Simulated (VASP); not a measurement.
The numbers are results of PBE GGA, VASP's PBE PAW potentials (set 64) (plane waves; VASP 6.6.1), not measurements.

Input for VASP

### KPOINTS
```
k-points along high-symmetry lines
15
Line-mode
Reciprocal
  0.000000   0.000000   0.000000 ! GAMMA
  0.500000   0.000000   0.500000 ! X

  0.500000   0.000000   0.500000 ! X
  0.625000   0.250000   0.625000 ! U

  0.375000   0.375000   0.750000 ! K
  0.000000   0.000000   0.000000 ! GAMMA

  0.000000   0.000000   0.000000 ! GAMMA
  0.500000   0.500000   0.500000 ! L

  0.500000   0.500000   0.500000 ! L
  0.500000   0.250000   0.750000 ! W

  0.500000   0.250000   0.750000 ! W
  0.500000   0.000000   0.500000 ! X
```

**POSCAR**
```
PbF2
1
    0.0000000000     2.9970633655     2.9970633655
    2.9970633655     0.0000000000     2.9970633655
    2.9970633655     2.9970633655     0.0000000000
Pb F
1 2
Direct
  1.0000000000   0.0000000000   1.0000000000
  0.2500000000   0.2500000000   0.2500000000
  0.7500000000   0.7500000000   0.7500000000
```

### INCAR
```
SYSTEM = PbF2
PREC = Accurate; ENCUT = 520; LREAL = .FALSE.
LASPH = .TRUE.; ICHARG = 11
EDIFF = 1E-7; NELM = 100; ALGO = Normal
LMAXMIX = 4
ISMEAR = 0; SIGMA = 0.05
GGA = PE
LWAVE = .FALSE.; LCHARG = .FALSE.; LORBIT = 11
```

POTCAR, in this order: Pb_d F (PBE.64 set). Program: vasp_std. Read from the step before: CHGCAR.

The resulting files:

File OUTCAR:
```
 ion  position               nearest neighbor table
   1  0.000  0.000  0.000-   3 2.60   3 2.60   3 2.60   2 2.60   3 2.60   2 2.60   2 2.60   2 2.60
  LATTYP: Found a face centered cubic cell.
 ALAT       =     5.9941267310
 Subroutine PRICEL returns:
 Original cell was already a primitive cell.
 Subroutine GETGRP returns: Found 48 space group operations
The static configuration has the point symmetry O_h .
The dynamic configuration has the point symmetry O_h .
 Subroutine INISYM returns: Found 48 space group operations
   k-points           NKPTS =     90   k-points in BZ     NKDIM =     90   number of bands    NBANDS=     18
   number of dos      NEDOS =    301   number of ions     NIONS =      3
   total plane-waves  NPLWV =  32768
   dimension x,y,z NGX =    32 NGY =   32 NGZ =   32
   dimension x,y,z NGXF=    64 NGYF=   64 NGZF=   64
   ions per type =               1   2
   PREC   = accura    normal or accurate (medium, high low for compatibility)
   ISTART =      0    job   : 0-new  1-cont  2-samecut
   ICHARG =     11    charge: 1-file 2-atom 10-const
   ISPIN  =      1    spin polarized calculation?
   LNONCOLLINEAR =      F non collinear calculations
   LSORBIT =      F    spin-orbit coupling
   INIWAV =      1    electr: 0-lowe 1-rand  2-diag
   ENCUT  =  520.0 eV  38.22 Ry    6.18 a.u.   7.88  7.88  7.88*2*pi/ulx,y,z
   NELM   =    100;   NELMIN=  2; NELMDL= -5     # of ELM steps
   EDIFF  = 0.1E-06   stopping-criterion for ELM
   LREAL  =      F    real-space projection
   NLSPLINE    = F    spline interpolate recip. space projectors
   LMAXMIX     =    4 max onsite mixed and CHGCAR
   VOSKOWN=      0    Vosko Wilk Nusair interpolation
   EDIFFG = 0.1E-05   stopping-criterion for IOM
   NSW    =      0    number of steps for IOM
   NBLOCK =      1;   KBLOCK =      1    inner block; outer block
   IBRION =     -1    ionic relax: 0-MD 1-quasi-New 2-CG
   NFREE  =      0    steps in history (QN), initial steepest desc. (CG)
   ISIF   =      2    stress and relaxation
   ISYM   =      2    0-nonsym 1-usesym 2-fastsym
   TEIN   =    0.0    initial temperature
   TEBEG  =    0.0;   TEEND  =   0.0 temperature during run
   SMASS  =  -3.00    Nose mass-parameter (am)
   PSTRESS=    0.0 pullay stress
   NELECT =      28.0000    total number of electrons
   EFERMI =   0.00;   METHOD = LEGACY
   ISMEAR =     0;   SIGMA  =   0.05  broadening in eV -4-tet -1-fermi 0-gaus
   IALGO  =     38    algorithm
   LDIAG  =      T    sub-space diagonalisation (order eigenvalues)
   IMIX   =      4    mixing-type and parameters
     AMIX     =   0.40;   BMIX     =  1.00
     AMIX_MAG =   1.60;   BMIX_MAG =  1.00
     AMIN     =   0.10
   GGA     = PE    functional components
   VOSKOWN =     0    Vosko Wilk Nusair interpolation
   LHFCALC =     F    Hartree Fock is set to
   LHFONE  =     F    Hartree Fock one center treatment
   AEXX    =    0.0000 exact exchange contribution
   IVDW    =     0    specifies the selected vdW correction
   LEPSILON=     F    determine dielectric tensor
   LRPA    =     F    only Hartree local field effects (RPA)
  energy-cutoff  :      520.00
  volume of cell :       53.84
      direct lattice vectors                 reciprocal lattice vectors
     0.000000000  2.997063365  2.997063365    -0.166829973  0.166829973  0.166829973
     2.997063365  0.000000000  2.997063365     0.166829973 -0.166829973  0.166829973
     2.997063365  2.997063365  0.000000000     0.166829973  0.166829973 -0.166829973
 k-point     1 :   0.0000 0.0000 0.0000  plane waves:    1459
 k-point     2 :   0.0357 0.0000 0.0357  plane waves:    1455
 k-point     3 :   0.0714 0.0000 0.0714  plane waves:    1443
 k-point     4 :   0.1071 0.0000 0.1071  plane waves:    1435
 k-point     5 :   0.1429 0.0000 0.1429  plane waves:    1439
 k-point     6 :   0.1786 0.0000 0.1786  plane waves:    1447
 k-point     7 :   0.2143 0.0000 0.2143  plane waves:    1459
 k-point     8 :   0.2500 0.0000 0.2500  plane waves:    1427
 k-point     9 :   0.2857 0.0000 0.2857  plane waves:    1443
 k-point    10 :   0.3214 0.0000 0.3214  plane waves:    1447
 k-point    11 :   0.3571 0.0000 0.3571  plane waves:    1443
...
```

File OSZICAR:
```
       N       E                     dE             d eps       ncg     rms          rms(c)
DAV:   1     0.295106278558E+03    0.29511E+03   -0.14954E+04  3268   0.177E+03
DAV:   2     0.134354929338E+02   -0.28167E+03   -0.27179E+03  3738   0.449E+02
DAV:   3    -0.133077193102E+02   -0.26743E+02   -0.26025E+02  3788   0.149E+02
DAV:   4    -0.141948779813E+02   -0.88716E+00   -0.88570E+00  3486   0.286E+01
DAV:   5    -0.142233794838E+02   -0.28502E-01   -0.28498E-01  3764   0.518E+00
DAV:   6    -0.142248325337E+02   -0.14530E-02   -0.14530E-02  3950   0.110E+00
DAV:   7    -0.142248943171E+02   -0.61783E-04   -0.61783E-04  4032   0.180E-01
DAV:   8    -0.142248966212E+02   -0.23041E-05   -0.23042E-05  3792   0.283E-02
DAV:   9    -0.142248966516E+02   -0.30467E-07   -0.30443E-07  2240   0.290E-03
   1 F= -.14224897E+02 E0= -.14224897E+02  d E =-.397231E-18
```

**OUTCAR**
```
 val. band max:        1.4836098524   @ k =   0.5000   0.2500   0.7500

 cond. band min:       5.9022996606   @ k =   0.5000   0.0000   0.5000



 k-point     1 :       0.0000    0.0000    0.0000
  band No.  band energies     occupation
      1     -19.3457      2.00000
      2     -18.7827      2.00000
      3     -12.9202      2.00000
      4     -12.9202      2.00000
      5     -12.9202      2.00000
      6     -12.8770      2.00000
      7     -12.8770      2.00000
      8      -3.1553      2.00000
      9      -0.7756      2.00000
     10      -0.7756      2.00000
     11      -0.7756      2.00000
     12      -0.2878      2.00000
     13      -0.2878      2.00000
     14      -0.2878      2.00000
     15       8.2209      0.00000
     16       8.2209      0.00000
     17       8.2209      0.00000
     18      12.0354      0.00000

 k-point     2 :       0.0357    0.0000    0.0357
  band No.  band energies     occupation
      1     -19.3426      2.00000
      2     -18.7854      2.00000
      3     -12.9192      2.00000
      4     -12.9192      2.00000
      5     -12.9175      2.00000
      6     -12.8773      2.00000
      7     -12.8767      2.00000
      8      -3.1828      2.00000
      9      -0.7944      2.00000
     10      -0.7944      2.00000
     11      -0.7654      2.00000
     12      -0.2782      2.00000
     13      -0.2782      2.00000
     14      -0.2615      2.00000
     15       8.1446      0.00000
     16       8.2363      0.00000
     17       8.2363      0.00000
     18      12.1503      0.00000

 k-point     3 :       0.0714    0.0000    0.0714
  band No.  band energies     occupation
      1     -19.3336      2.00000
      2     -18.7932      2.00000
      3     -12.9165      2.00000
      4     -12.9165      2.00000
      5     -12.9096      2.00000
      6     -12.8783      2.00000
      7     -12.8759      2.00000
      8      -3.2614      2.00000
      9      -0.8468      2.00000
     10      -0.8468      2.00000
...
```

The density is held fixed in this step, so its total energy and stress have no physical meaning. Unless said otherwise, spin-orbit coupling is left out, though it shifts the bands of the heavy elements here.

The compound is PbF2 in the fluorite structure, the β form. It was relaxed first.
